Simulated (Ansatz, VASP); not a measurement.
# One calculation of Hf3ZrAl4N8, two programs

```
N Al Zr Hf
1.0
    -4.32665    4.31964   -0.00002
    -4.38142   -0.05479    4.36226
     0.05482    4.37445    4.36229
N Al Zr Hf
8 4 1 3
Cartesian
  -6.6279 6.3584 6.5394
  -4.4186 4.2085 6.5393
  -4.3008 6.5044 4.2473
  -6.5188 4.2894 4.4490
  -2.1374 4.3442 4.2676
  -4.3556 2.1299 4.4692
  -4.2378 4.4250 2.1771
  -2.0285 2.2752 2.1772
  -8.7097 4.2617 4.3583
  0.0259 2.1842 2.1772
  -2.1375 4.3442 2.1772
  -4.3284 4.3163 4.3585
  -4.3008 6.5039 6.5394
  -2.1650 2.1569 -0.0040
  -2.1924 -0.0301 2.1772
  -2.1648 2.1570 4.3583
```

Alike in both runs: functional PBE; k mesh 3 × 3 × 3; occupations gaussian, width 0.1 eV; no spin polarisation.

Ansatz relaxed the structure, and its values are those at the end. VASP's run is a single point on that final structure, the one shown.

```csv
,VASP,Ansatz
version,VASP 6.6.1,Ansatz 0.2.0
potentials or method,"VASP PAW PBE potentials, release 64 (N, Al, Zr_sv, Hf_pv)","scalar-relativistic, plane waves, PAW"
plane-wave cutoff (eV),520,420
valence electrons in the cell,94,142
```

```tsv
	VASP	Ansatz	Ansatz less VASP
gap on the k mesh at the Fermi level (eV)	none	none	-
pressure (GPa)	-1.0	0.1	+1.10
rms of the force components (eV/Å)	0.022	0.002	-0.0207
```

A gap of «none» marks a metal or a gap that the smearing closes. With one functional, cell and mesh, what is left measures potentials, basis and numerics. The two sets of potentials don't hold the same shells in valence.

Caveats: the k mesh is coarse (spacing up to 0.42 Å⁻¹), so the values aren't converged. Spin-orbit coupling is left out, which matters for the levels of Hf.
